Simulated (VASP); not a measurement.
Data:

```
AuCu
1.0
    2.68820     0.00000     0.00000
    0.00000     2.68820     0.00000
    0.00000     0.00000     3.40402
Cu Au
1 1
Direct
  0.00000   0.00000   0.00000
  0.50000   0.50000   0.50000
```

Method: LDA (Ceperley-Alder, Perdew-Zunger), VASP's LDA PAW potentials (set 64) (plane waves; VASP). Numerical set-up: 500 eV cut-off, 13×13×11 Γ-centred mesh, first-order Methfessel-Paxton smearing of 0.10 eV, potentials Cu Au.

Energy and stress use the plane-wave basis of the starting cell.

The ions, cell shape and volume at an external pressure of 45.0 GPa are relaxed. Which structure does the run end with?

```
AuCu
1.0
    2.65786     0.00000     0.00000
    0.00000     2.65786     0.00000
    0.00000     0.00000     3.34229
Cu Au
1 1
Cartesian
  2.65786   0.00000   3.34229
  1.32893   1.32893   1.67115
```
Space group P4/mmm (123), at a tolerance of 0.03 Å.

How do energy and volume change from the first to the last step?

The energy (σ→0) changes by +114.9 meV/atom and the volume by -4.0 %, in 10 ionic steps.

```tsv
step	E(σ→0) (eV)	max force (eV/Å)	pressure (GPa)	volume (Å³)
1	-9.0124	0.000	29.90	24.60
2	-7.3715	0.000	118.12	20.70
3	-8.8022	0.000	43.92	23.68
4	-8.7878	0.000	44.91	23.63
5	-8.7824	0.000	45.27	23.61
6	-8.7985	0.000	44.37	23.67
7	-8.7945	0.000	44.49	23.65
8	-8.7930	0.000	44.58	23.65
9	-8.7890	0.000	44.72	23.63
10	-8.7825	0.000	45.16	23.61
```

The compound is CuAu in the L1_0 structure. This run relaxes it under an external pressure of 45 GPa. Symmetry was kept, so distortions that lower it aren't found.
